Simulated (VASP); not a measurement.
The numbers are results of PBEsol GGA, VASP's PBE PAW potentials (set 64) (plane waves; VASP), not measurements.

Input for VASP

KPOINTS:
```
k-points along high-symmetry lines
15
Line-mode
Reciprocal
  0.000000   0.000000   0.000000 ! GAMMA
  0.000000   0.500000   0.000000 ! X

  0.000000   0.500000   0.000000 ! X
  0.500000   0.500000   0.000000 ! M

  0.500000   0.500000   0.000000 ! M
  0.000000   0.000000   0.000000 ! GAMMA

  0.000000   0.000000   0.000000 ! GAMMA
  0.500000   0.500000   0.500000 ! R

  0.500000   0.500000   0.500000 ! R
  0.000000   0.500000   0.000000 ! X

  0.500000   0.500000   0.500000 ! R
  0.500000   0.500000   0.000000 ! M
```

POSCAR:
```
Nb3ZrC4
1
    4.4989391992     0.0000000000     0.0000000000
    0.0000000000     4.4989391992     0.0000000000
    0.0000000000     0.0000000000     4.4989391992
Zr C Nb
1 4 3
Direct
  0.0000000000   0.0000000000   0.0000000000
  0.5000000000   0.5000000000   0.5000000000
  0.0000000000   0.0000000000   0.5000000000
  0.0000000000   0.5000000000   0.0000000000
  0.5000000000   0.0000000000   0.0000000000
  0.5000000000   0.5000000000   0.0000000000
  0.5000000000   0.0000000000   0.5000000000
  0.0000000000   0.5000000000   0.5000000000
```

INCAR:
```
SYSTEM = Nb3ZrC4
PREC = Accurate
ENCUT = 520
EDIFF = 1E-7
NELM = 100
ALGO = Normal
LREAL = .FALSE.
LASPH = .TRUE.
ISMEAR = 0
SIGMA = 0.05
GGA = PS
LMAXMIX = 4
LWAVE = .FALSE.
LCHARG = .FALSE.
LORBIT = 11
ICHARG = 11
```

POTCAR, in this order: Zr_sv C Nb_sv (PBE.64 set). Program: vasp_std. Read from the step before: CHGCAR.

What VASP printed:

### OSZICAR
```
       N       E                     dE             d eps       ncg     rms          rms(c)
DAV:   1     0.796707005321E+03    0.79671E+03   -0.37012E+04  7200   0.175E+03
DAV:   2    -0.994228447964E+01   -0.80665E+03   -0.78858E+03  8496   0.664E+02
DAV:   3    -0.804527930659E+02   -0.70511E+02   -0.69113E+02 12536   0.146E+02
DAV:   4    -0.848807656197E+02   -0.44280E+01   -0.43729E+01 11048   0.332E+01
DAV:   5    -0.852323593801E+02   -0.35159E+00   -0.34939E+00 12608   0.970E+00
DAV:   6    -0.852513373897E+02   -0.18978E-01   -0.18883E-01 10888   0.157E+00
DAV:   7    -0.852522615907E+02   -0.92420E-03   -0.92378E-03 12096   0.349E-01
DAV:   8    -0.852523391706E+02   -0.77580E-04   -0.77567E-04 11192   0.710E-02
DAV:   9    -0.852523444680E+02   -0.52975E-05   -0.52983E-05 10768   0.180E-02
DAV:  10    -0.852523450359E+02   -0.56789E-06   -0.56696E-06  7280   0.472E-03
DAV:  11    -0.852523450839E+02   -0.47938E-07   -0.47918E-07  6088   0.170E-03
   1 F= -.85252345E+02 E0= -.85251280E+02  d E =-.212971E-02
```

File OUTCAR:
```
 val. band max:       11.9061683508   @ k =   0.2500   0.2500   0.0000

 cond. band min:      11.9303412911   @ k =   0.2500   0.2500   0.2500



 k-point     1 :       0.0000    0.0000    0.0000
  band No.  band energies     occupation
      1     -43.5267      2.00000
      2     -43.4269      2.00000
      3     -43.4269      2.00000
      4     -36.1298      2.00000
      5     -19.9053      2.00000
      6     -19.9053      2.00000
      7     -19.9053      2.00000
      8     -19.5609      2.00000
      9     -19.5609      2.00000
     10     -19.5609      2.00000
     11     -19.4074      2.00000
     12     -19.4074      2.00000
     13     -19.4074      2.00000
     14     -14.4248      2.00000
     15     -14.4248      2.00000
     16     -14.4248      2.00000
     17      -1.0415      2.00000
     18       0.2027      2.00000
     19       0.3298      2.00000
     20       0.3298      2.00000
     21       8.1872      2.00000
     22       8.1872      2.00000
     23       8.1872      2.00000
     24       8.5258      2.00000
     25       8.5258      2.00000
     26       8.5258      2.00000
     27      10.9149      2.00000
     28      10.9149      2.00000
     29      10.9149      2.00000
     30      11.0886      2.00000
     31      11.0886      2.00000
     32      11.0886      2.00000
     33      11.1300      2.00000
     34      11.1300      2.00000
     35      11.1300      2.00000
     36      12.0486      0.00042
     37      12.0486      0.00042
     38      12.0486      0.00042
     39      12.7093      0.00000
     40      12.7093      0.00000

 k-point     2 :       0.0000    0.0357    0.0000
  band No.  band energies     occupation
      1     -43.5264      2.00000
      2     -43.4272      2.00000
      3     -43.4269      2.00000
      4     -36.1298      2.00000
      5     -19.9044      2.00000
      6     -19.9044      2.00000
      7     -19.9039      2.00000
      8     -19.5611      2.00000
      9     -19.5611      2.00000
...
```

The density is held fixed in this step, so its total energy and stress have no physical meaning.

The structure was generated: Nb3ZrC4 was put into an ordered model structure (Pm-3m), which need not be its known phase. It was relaxed first. The electron count is odd and the run is not spin-polarised, which forces a metal.
